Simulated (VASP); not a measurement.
Consider the following.

```
CELL_PARAMETERS angstrom
      1.77302    -3.07095     0.00000
      1.77302     3.07095     0.00000
      0.00000     0.00000     5.37961
ATOMIC_POSITIONS crystal
  Pt 0.00000 0.00000 0.00000
  S  0.33333 0.66667 0.22020
  S  0.66667 0.33333 0.77980
```

Level of theory: r2SCAN meta-GGA, VASP's PBE PAW potentials (set 64) (plane waves; VASP). Numerical set-up: 480 eV cut-off, 8×8×4 Γ-centred mesh, Gaussian smearing of 0.050 eV, potentials Pt S.

Task: The ions are relaxed. Which structure does the run end with?

Result: 
```
CELL_PARAMETERS angstrom
      1.77302    -3.07095     0.00000
      1.77302     3.07095     0.00000
      0.00000     0.00000     5.37961
ATOMIC_POSITIONS crystal
  Pt 0.00000 0.00000 0.00000
  S  0.33333 0.66667 0.22887
  S  0.66667 0.33333 0.77113
```
Space group P-3m1 (164), at a tolerance of 0.03 Å.

Task: How much energy does the relaxation gain?

Result: The energy (σ→0) changes by -10.1 meV/atom, in 3 ionic steps.

The compound is PtS2 in the 1T layered structure. This cell was strained or had an atom moved on purpose. Symmetry was kept, so distortions that lower it aren't found.
